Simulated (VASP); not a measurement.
## CdTe (relaxed from the CsCl structure, space group Pm-3m): computed properties

These are r2SCAN meta-GGA, VASP's PBE PAW potentials (set 64) (plane waves; VASP 6.6.1) values and carry that method's errors.

```yaml
space_group: Pm-3m (221)
cell: a = 3.7590 Å, b = 3.7590 Å, c = 3.7590 Å, α = 90.00°, β = 90.00°, γ = 90.00°
volume_per_atom: 26.56 Å³/atom
band gap (over mesh and band path): none (metal, semimetal or under 0.01 eV)
density: 7.50 g/cm³
```

CdTe is taken in the cubic space group Pm-3m (No. 221), the CsCl type structure, Pearson symbol cP2. Cell: a = b = c = 3.759 Å, α = β = γ = 90.00°. Cd on 1a has 8 Te at 3.255 Å (cubic). Te on 1b is surrounded by 8 Cd at 3.255 Å (cubic). (Neighbours: up to the widest gap in distance over summed covalent radii, below 1.35, at either atom; cation-cation and far metal-metal contacts left out.)

Unless said otherwise, spin-orbit coupling is left out, though it shifts the bands of the heavy elements here.

The structure was generated: CdTe was put into the CsCl type (Pm-3m), which need not be its known phase. It was relaxed first, which changed the volume by +16 %. Symmetry was kept, so distortions that lower it aren't found.
